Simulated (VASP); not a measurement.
A run of VASP 6.6.1 is set up as follows.

INCAR

```
SYSTEM = FeC23
PREC = Accurate ; ENCUT = 450
EDIFF = 1E-5 ; ISMEAR = 0
SIGMA = 0.03 ; LREAL = Auto
LASPH = .True. ; NELM = 120
ALGO = Normal ; ISIF = 2
LWAVE = .False. ; LCHARG = .False.
ISPIN = 2 ; MAGMOM = 2 0 0 0 0 0 0 0 0 0 0 0 0 0 0 0 0 0 0 0 0 0 0 0
LORBIT = 11 ; NUPDOWN = 2
LMAXMIX = 4 ; LDAU = .True.
LDAUTYPE = 2 ; LDAUL = 2 -1
LDAUU = 4 0 ; LDAUJ = 0 0
LDAUPRINT = 1 ; GGA = PS
ISYM = 0 ; KPAR = 4
```

Contents of KPOINTS:

```
Automatic mesh
0
Gamma
  3 5 5
  0 0 0
```

POSCAR

```
FeC23                                   
1.0
    0.0000000000      5.3503200000      5.3503200000
    3.5668800000      0.0000000000      3.5668800000
    3.5668800000      3.5668800000      0.0000000000
  Fe              C             
     1    23
Direct
     0.9941058467399687    0.0015947658391175    0.0015448538433791
     0.0004883876997670    0.0014471682375785    0.4975683943260661
     0.0005476052945744    0.4997632162095548    0.9991406163799518
     0.9999976832203495    0.5012175752377711    0.4995071355687417
     0.3324180758588697    0.0031494456080440    0.0010954708539399
     0.3387264240270494    0.0003939947072307    0.4904617664097872
     0.3389530145418347    0.4920346277996709    0.9985002774880773
     0.3319636770786374    0.5019783217182475    0.4998937598305562
     0.6679376726589238    0.0000868516379036    0.9978376726843389
     0.6591580069041912    0.0046654305227447    0.5064825312208954
     0.6591594258937805    0.5088218547967065    0.0023608575180629
     0.6670083656059919    0.5012646618836702    0.4990404454880168
     0.0937973054538472    0.1378256815084123    0.1354485614493706
     0.0968485534248469    0.1369901626925187    0.5805702722297019
     0.0973762120466274    0.5810202228855597    0.1354031434087954
     0.0840258749201532    0.6259469326372622    0.6237371020737916
     0.4259282867332579    0.1188673598511941    0.1170958771385432
     0.4120777119750750    0.1271204739727574    0.6300466760684755
     0.4120871829167793    0.6320874194749573    0.1251052776357894
     0.4176361822661977    0.6248178531677745    0.6228641058263200
     0.7110726643228823    0.1479545414421940    0.1452868711012672
     0.7504663538487540    0.1275323372202658    0.6237656344151588
     0.7505575313040213    0.6261154113823674    0.1251889915224966
     0.7475969552636004    0.6276146895664940    0.6253587055184778
```

Potentials or basis: VASP PAW PBE potentials, release 64 (Fe, C).

Command:

```bash
$ cat potpaw_PBE.64/Fe/POTCAR potpaw_PBE.64/C/POTCAR > POTCAR
$ mpirun -np 4 vasp_std > vasp.out
```

(1) Predict the largest force.

## Answers

(1) 0.129 eV/Å.

Caveat: the PAW data sets were made with another functional, which shifts forces and pressure a little; the total moment is fixed, so each spin has its own Fermi level; the U is typed as a test and isn't derived for this compound.
